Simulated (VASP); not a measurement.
```yaml
crystal:
  lattice:
    - [-2.88834, 2.88834, 1.56603]
    - [2.88834, -2.88834, 1.56603]
    - [2.88834, 2.88834, -1.56603]
  atoms:
    - { symbol: Sn, position: [0.75000, 0.25000, 0.50000] }
    - { symbol: Sn, position: [0.00000, 0.00000, 0.00000] }
```

The numbers are results of LDA (Ceperley-Alder, Perdew-Zunger), VASP's LDA PAW potentials (set 64) (plane waves; VASP), not measurements. Numerical set-up: 400 eV cut-off, 15×15×15 Γ-centred mesh, tetrahedra with Blöchl corrections, potentials Sn_d.

Unless said otherwise, spin-orbit coupling is left out, though it shifts the bands of the heavy elements here.

**Question.** Predict the energy per atom (σ→0), band gap (on the k-mesh) with the smallest direct gap where there is one.

**Answer.** 
| Property | Result |
|---|---|
| band gap (on the k-mesh) | none (metal, semimetal or under 0.01 eV) |
| energy per atom (σ→0) | -4.490 eV/atom |

Total energies compare only between runs with the same potentials, cut-off and functional.

The structure comes from a computed database's Sn entry (I4_1/amd); how it stands against other phases isn't given here. It was relaxed first, which changed the volume by -6 %.
